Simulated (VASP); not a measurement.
An input for Quantum ESPRESSO's pw.x (written as the equivalent of a VASP run, and not itself run):

```
&CONTROL
  calculation = 'scf'
  pseudo_dir = './pseudo'
  outdir = './out'
  tprnfor = .true.
  tstress = .true.
/
&SYSTEM
  ibrav = 0
  nat = 2
  ntyp = 2
  ecutwfc = 84
  occupations = 'smearing'
  smearing = 'gaussian'
  degauss = 0.003675
  input_dft = 'vdw-df2'
/
&ELECTRONS
  conv_thr = 7.3e-09
  electron_maxstep = 100
/
ATOMIC_SPECIES
  Zn 65.380 Zn.upf
  S 32.060 S.upf
CELL_PARAMETERS angstrom
     0.0000000    2.7858062    2.7858062
     2.7858062    0.0000000    2.7858062
     2.7858062    2.7858062    0.0000000
ATOMIC_POSITIONS crystal
  Zn   0.0000000  0.0000000  0.0000000
  S    0.2500000  0.2500000  0.2500000
K_POINTS automatic
  8 8 8 0 0 0
```

### Question
Write the VASP files for the same calculation (vdW-DF2).

### Answer
One answer among several that fit: 
**INCAR**
```
# general
SYSTEM  =ZnS
PREC    =Accurate
ENCUT   =520
LREAL   =F
LASPH   =T

# electronic loop
EDIFF   =1E-7   # SCF stop (eV)
NELM    =100   # most electronic steps
ALGO    =Normal
LMAXMIX =4   # l cut-off of mixed one-centre charges

# smearing
ISMEAR  =0
SIGMA   =0.05   # width (eV)

# functional
GGA     =ML
LUSE_VDW=T
AGGAC   =0.0
ZAB_VDW =-1.8867

# ions
ISIF    =2

# output
LWAVE   =F
LCHARG  =F
```

File KPOINTS:
```
Automatic mesh
0
Gamma
8 8 8
0 0 0
```

**POSCAR**
```
ZnS
1
    0.0000000000     2.7858062056     2.7858062056
    2.7858062056     0.0000000000     2.7858062056
    2.7858062056     2.7858062056     0.0000000000
Zn S
1 1
Direct
  0.0000000000   0.0000000000   0.0000000000
  0.2500000000   0.2500000000   0.2500000000
```

POTCAR, in this order: Zn S (PBE.64 set). Program: vasp_std.

The two are equivalent in intent, not identical: the potentials are each code's own (VASP's PAW set, PseudoDojo norm-conserving files in pw.x), so ENCUT and ecutwfc are chosen apart and not converted; conv_thr bounds pw.x's estimated SCF error, while EDIFF bounds the energy change between steps.

The compound is ZnS in the zinc blende structure. It was relaxed first, which changed the volume by +9 %.
